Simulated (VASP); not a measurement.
Computed with PBE GGA, VASP's PBE PAW potentials (set 64) (plane waves; VASP).

A VASP calculation is set up with these files.

File POSCAR:
```
HfB2
1
    1.5379050000    -2.7108710000     0.0000000000
    1.5379050000     2.7108710000     0.0000000000
    0.0000000000     0.0000000000     3.4287890000
Hf B
1 2
Direct
  0.0000000000   0.0000000000   0.0000000000
  0.3333330000   0.6666670000   0.5000000000
  0.6979980000   0.3646640000   0.5000000000
```

INCAR:
```
ISMEAR = 1   # Methfessel-Paxton
SYSTEM = HfB2
LWAVE = .FALSE.
ISIF = 2   # forces and stress, cell fixed
KGAMMA = .TRUE.
LCHARG = .FALSE.
SIGMA = 0.1
ALGO = Normal   # blocked Davidson
KSPACING = 0.16
ENCUT = 520   # plane-wave cut-off (eV)
PREC = Accurate
LMAXMIX = 6   # l cut-off of mixed one-centre charges
EDIFF = 1E-6
NELM = 100   # most electronic steps
GGA = PE   # PBE
LREAL = .FALSE.
LASPH = .TRUE.   # aspherical one-centre terms
```

POTCAR, in this order: Hf_pv B (PBE.64 set). Program: vasp_std.

Gaps are read on the run's mesh, which can miss a band edge. Unless said otherwise, spin-orbit coupling is left out, though it shifts the bands of the heavy elements here.

Question: Estimate the energy per atom (σ→0), pressure, largest force, band gap (on the k-mesh).

Answer: 
```yaml
energy per atom (σ→0): -8.753 eV/atom
band gap (on the k-mesh): none (metal, semimetal or under 0.01 eV)
pressure: 12.75 GPa
largest_force: 1.849 eV/Å
```

OSZICAR:
```
...
DAV:   7    -0.263393038062E+02    0.39686E-01   -0.17852E+00 24252   0.935E+00    0.119E+01
DAV:   8    -0.262652415150E+02    0.74062E-01   -0.51265E-01 22660   0.513E+00    0.197E+00
DAV:   9    -0.262602003228E+02    0.50412E-02   -0.35342E-02 22128   0.150E+00    0.280E-01
DAV:  10    -0.262601298129E+02    0.70510E-04   -0.93394E-04 23472   0.274E-01    0.374E-01
DAV:  11    -0.262601306157E+02   -0.80287E-06   -0.10190E-04 23424   0.817E-02    0.174E-01
DAV:  12    -0.262601266726E+02    0.39432E-05   -0.80263E-06 23396   0.256E-02    0.190E-02
DAV:  13    -0.262601268733E+02   -0.20077E-06   -0.34223E-07 13388   0.598E-03
   1 F= -.26260127E+02 E0= -.26260115E+02  d E =-.353492E-04
```

The compound is HfB2 in the AlB2 type structure. The cell was not relaxed at this level, atoms are displaced from their ideal sites. The run is one of a series of settings (KGAMMA = .TRUE., KSPACING = 0.16, KPOINTS file removed against the base run), some of them coarse on purpose.
